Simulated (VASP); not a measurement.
All values below come from PBE GGA, VASP's PBE PAW potentials (set 64) (plane waves; VASP).

A VASP calculation is set up with these files.

### KPOINTS
```
Automatic mesh
0
Gamma
8 8 8
0 0 0
```

INCAR:
```
# general
SYSTEM =Al3Sc
PREC   =Accurate
ENCUT  =480
LREAL  =.FALSE.
LASPH  =.TRUE.   # aspherical one-centre terms

# electronic loop
EDIFF  =1E-7
NELM   =100   # most electronic steps
ALGO   =Normal   # blocked Davidson
LMAXMIX=4

# smearing
ISMEAR =1   # Methfessel-Paxton
SIGMA  =0.1

# functional
GGA    =PE   # PBE

# ions
ISIF   =2

# output
LWAVE  =.FALSE.
LCHARG =.FALSE.
```

POSCAR:
```
Al3Sc
1
    4.1063577754     0.0000000000    -0.0000000000
    0.0000000000     4.1063577754     0.0000000000
    0.0000000000     0.0000000000     4.1063577754
Sc Al
1 3
Direct
  0.0000000000   0.0000000000   0.0000000000
  0.0000000000   0.5000000000   0.5000000000
  0.5000000000   0.0000000000   0.5000000000
  0.5000000000   0.5000000000   0.0000000000
```

POTCAR, in this order: Sc_sv Al (PBE.64 set). Program: vasp_std.

The resulting files:

### OSZICAR
```
       N       E                     dE             d eps       ncg     rms          rms(c)
DAV:   1     0.108648471230E+03    0.10865E+03   -0.80434E+03   980   0.121E+03
DAV:   2    -0.121474018725E+02   -0.12080E+03   -0.11894E+03   986   0.352E+02
DAV:   3    -0.201665867401E+02   -0.80192E+01   -0.77047E+01  1504   0.740E+01
DAV:   4    -0.203048964864E+02   -0.13831E+00   -0.13819E+00  1380   0.109E+01
DAV:   5    -0.203091692645E+02   -0.42728E-02   -0.42721E-02  1434   0.187E+00    0.871E+00
DAV:   6    -0.193714599853E+02    0.93771E+00   -0.48627E+00  1630   0.255E+01    0.307E+00
DAV:   7    -0.193220866426E+02    0.49373E-01   -0.97792E-02  1282   0.281E+00    0.179E+00
DAV:   8    -0.192977879563E+02    0.24299E-01   -0.41323E-02  1468   0.179E+00    0.234E-01
DAV:   9    -0.192975278887E+02    0.26007E-03   -0.30659E-03  1262   0.559E-01    0.101E-01
DAV:  10    -0.192974718164E+02    0.56072E-04   -0.20038E-04  1510   0.149E-01    0.630E-02
DAV:  11    -0.192974722970E+02   -0.48059E-06   -0.34885E-05  1538   0.448E-02    0.422E-02
DAV:  12    -0.192974634086E+02    0.88884E-05   -0.46079E-05  1596   0.797E-02    0.499E-03
DAV:  13    -0.192974633609E+02    0.47668E-07   -0.22857E-06  1536   0.179E-02    0.172E-03
DAV:  14    -0.192974634110E+02   -0.50047E-07   -0.50293E-07  1158   0.778E-03
   1 F= -.19297463E+02 E0= -.19296773E+02  d E =-.207182E-02
```

**OUTCAR**
```
------------------------ aborting loop because EDIFF is reached ----------------------------------------
  FORCE on cell =-STRESS in cart. coord.  units (eV):
  Direction    XX          YY          ZZ          XY          YZ          ZX
  --------------------------------------------------------------------------------------
  Total       -0.0018754     -0.0018754     -0.0018754     -0.0000000     -0.0000000      0.0000000
  in kB       -0.0433953     -0.0433953     -0.0433953     -0.0000000     -0.0000000      0.0000000
  external PRESSURE =      -0.0433953 kB  Pullay stress =       0.0000000 kB
  volume of cell :       69.24
      direct lattice vectors                 reciprocal lattice vectors
     4.106357775  0.000000000  0.000000000     0.243524811  0.000000000  0.000000000
     0.000000000  4.106357775  0.000000000     0.000000000  0.243524811  0.000000000
     0.000000000  0.000000000  4.106357775     0.000000000  0.000000000  0.243524811
 POSITION                                       TOTAL-FORCE (eV/Angst)
 -----------------------------------------------------------------------------------
      0.00000      0.00000      0.00000         0.000000      0.000000      0.000000
      0.00000      2.05318      2.05318         0.000000      0.000000      0.000000
      2.05318      0.00000      2.05318         0.000000      0.000000      0.000000
      2.05318      2.05318      0.00000         0.000000      0.000000      0.000000
 -----------------------------------------------------------------------------------
    total drift:                               -0.000000     -0.000000      0.000000
  FREE ENERGIE OF THE ION-ELECTRON SYSTEM (eV)
  ---------------------------------------------------
  free  energy   TOTEN  =       -19.2974634110 eV

  energy  without entropy=      -19.2953915912  energy(sigma->0) =      -19.29677280
```
(Selected blocks of OUTCAR.)

OUTCAR:
```
 val. band max:        7.1644884832   @ k =   0.2500   0.1250   0.1250

 cond. band min:       7.1809279045   @ k =   0.5000   0.2500   0.2500


 Fermi energy:         7.1771855173

 k-point     1 :       0.0000    0.0000    0.0000
  band No.  band energies     occupation
      1     -41.8590      2.00000
      2     -20.5572      2.00000
      3     -20.5572      2.00000
      4     -20.5572      2.00000
      5      -2.8099      2.00000
      6       4.5499      2.00000
      7       4.5499      2.00000
      8       5.3421      2.00000
      9       5.3421      2.00000
     10       5.3421      2.00000
     11       8.4127     -0.00000
     12       8.4565     -0.00000
     13       8.4565     -0.00000
     14       8.4565     -0.00000

 k-point     2 :       0.1250    0.0000    0.0000
  band No.  band energies     occupation
      1     -41.8589      2.00000
      2     -20.5617      2.00000
      3     -20.5569      2.00000
      4     -20.5569      2.00000
      5      -2.6676      2.00000
      6       3.4904      2.00000
      7       4.6628      2.00000
      8       5.3618      2.00000
      9       5.3618      2.00000
     10       6.0405      2.00000
     11       8.3728     -0.00000
     12       8.3728     -0.00000
     13       8.5002     -0.00000
     14       8.9779     -0.00000

 k-point     3 :       0.2500    0.0000    0.0000
  band No.  band energies     occupation
      1     -41.8584      2.00000
      2     -20.5724      2.00000
      3     -20.5560      2.00000
      4     -20.5560      2.00000
      5      -2.2476      2.00000
      6       2.0467      2.00000
      7       4.9853      2.00000
      8       5.4058      2.00000
      9       5.4058      2.00000
     10       6.8392      2.00002
     11       8.2253     -0.00000
     12       8.2253     -0.00000
     13       8.6113     -0.00000
     14       9.5100      0.00000

 k-point     4 :       0.3750    0.0000    0.0000
  band No.  band energies     occupation
...
```

The compound is Al3Sc in the L1_2 structure. It was relaxed first.
